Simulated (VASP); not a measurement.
```xyz
3
Lattice="0.0000 2.7372 2.7372 2.7372 0.0000 2.7372 2.7372 2.7372 0.0000" Properties=species:S:1:pos:R:3 pbc="T T T"
Ca     0.0000     0.0000     0.0000
F      1.3686     1.3686     1.3686
F      4.1058     4.1058     4.1058
```

Calculation: PBE GGA with D3 dispersion (Becke-Johnson damping), VASP's PBE PAW potentials (set 64) (plane waves; VASP). Run with 520 eV cut-off, 6×6×6 Γ-centred mesh, Gaussian smearing of 0.050 eV, potentials Ca_sv F.

**Question.** Estimate the energy per atom (σ→0), band gap (on the k-mesh) with the smallest direct gap where there is one.

**Answer.** 
band gap (on the k-mesh): 7.24 eV
smallest direct gap (on the k-mesh): 7.49 eV
energy per atom (σ→0): -5.933 eV/atom

Only differences to runs with the same potentials and settings are physical.

The compound is CaF2 in the fluorite structure. It was relaxed first. The start is the result of an earlier pass.
